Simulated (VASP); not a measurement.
Energy against volume of Al (fcc). Calculation: revTPSS meta-GGA, VASP's PBE PAW potentials (set 64) (plane waves; VASP 6.6.1). Run with 520 eV cut-off, 16×16×16 Γ-centred mesh, first-order Methfessel-Paxton smearing of 0.10 eV, potentials Al.

| V (Å³/atom) | E (eV/atom) |
|---|---|
| 15.066 | -5.28984 |
| 15.547 | -5.30428 |
| 16.028 | -5.30946 |
| 16.508 | -5.30660 |

Task: Fit these four points and predict the energy of the run at 16.989 Å³/atom.

Result: A cubic in V^(−2/3), the third-order Birch-Murnaghan form, passes through the four points with V0 = 16.09 Å³/atom and B0 = 88 GPa, and gives -5.2967 eV/atom there. The run gave -5.2969 eV/atom, -0.2 meV/atom from the fit; all five points give B0 = 87 GPa.

The compound is Al in the fcc structure. It was relaxed first.
